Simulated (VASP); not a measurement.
Consider the following.

```
AlRu
1.0
    3.04612     0.00000     0.00000
    0.00000     3.04612     0.00000
    0.00000     0.00000     3.04612
Al Ru
1 1
Direct
  0.50000   0.50000   0.50000
  0.00000   0.00000   0.00000
```

All values below come from revPBE GGA, VASP's PBE PAW potentials (set 64) (plane waves; VASP). Numerical set-up: 520 eV cut-off, 12×12×12 Γ-centred mesh, first-order Methfessel-Paxton smearing of 0.10 eV, potentials Al Ru_pv.

Task: Give the stress tensor in GPa (positive for a compressed cell).

Result: 
```
-5.64   0.00   0.00
 0.00  -5.64   0.00
 0.00   0.00  -5.64
```
The pressure is its mean diagonal, -5.64 GPa.

The compound is RuAl in the CsCl type structure. This cell is one point of a volume scan, at 1.03 of the reference volume. The electron count is odd and the run is not spin-polarised, which forces a metal.
